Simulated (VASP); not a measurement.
These are PBEsol GGA, VASP's PBE PAW potentials (set 64) (plane waves; VASP) values and carry that method's errors.

Input for VASP

KPOINTS:
```
Automatic
0
Gamma
 19 19 19
0 0 0
```

File POSCAR:
```
V
1
   -1.4796819118     1.4796819118     1.4796819118
    1.4796819118    -1.4796819118     1.4796819118
    1.4796819118     1.4796819118    -1.4796819118
V
1
Direct
  0.0000000000   0.0000000000   0.0000000000
```

INCAR:
```
SYSTEM = V
PREC = Accurate; ENCUT = 520; LREAL = F
LASPH = T
EDIFF = 1E-7; NELM = 100; ALGO = Normal
LMAXMIX = 4
ISMEAR = -5
GGA = PS
ISIF = 2
LWAVE = F; LCHARG = T; LORBIT = 11
NEDOS = 601
```

POTCAR, in this order: V_sv (PBE.64 set). Program: vasp_std.

### Question
What will the output report for the number of irreducible k-points (NKPTS), largest plane-wave count, number of space-group operations, FFT grid (NGX, NGY, NGZ)?

### Answer

The number of irreducible k-points (NKPTS) comes out as 220 and the largest plane-wave count is 370. The number of space-group operations comes out as 48. The FFT grid (NGX, NGY, NGZ) is 20 × 20 × 20.

The compound is V in the bcc structure. It was relaxed first, which changed the volume by -7 %. The run is not spin-polarised, so no magnetic state was tried.
